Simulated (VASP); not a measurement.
A convergence study with VASP on ZnSe (zinc blende): one setting is varied, all else stays as given below, so the limit is that of these other settings.

```
CELL_PARAMETERS angstrom
      0.00000     2.83500     2.83500
      2.83500     0.00000     2.83500
      2.83500     2.83500     0.00000
ATOMIC_POSITIONS crystal
  Zn 0.00000 0.00000 0.00000
  Se 0.25000 0.25000 0.25000
```

Method: PBE GGA, VASP's PBE PAW potentials (set 64) (plane waves; VASP). The tightest run used: 550 eV cut-off, 17×17×17 Γ-centred mesh, tetrahedra with Blöchl corrections, potentials Zn Se.

Gaps are read on the run's mesh, which can miss a band edge.

```
setting     E (eV/atom)  pressure (GPa)  gap on the mesh (eV)  irreducible k-points
----------  -----------  --------------  --------------------  --------------------
3×3×3 mesh      -2.8702            3.59                 1.247                     4
4×4×4 mesh      -2.9770            2.60                 1.272                     8
5×5×5 mesh      -3.0013            2.35                 1.281                    10
```

These are the cheaper rows. Estimate the results at 17×17×17 mesh, and how far the last row shown lies from them.

```csv
quantity,tightest run,last row shown is off by
E (eV/atom),-3.0108,0.0095
pressure (GPa),2.27,0.09
gap on the mesh (eV),1.286,-0.005
```

Left out are rungs that failed or repeat a setting and relaxations that didn't move; long series are thinned to 24 rows.

The compound is ZnSe in the zinc blende structure. The cell was not relaxed at this level.
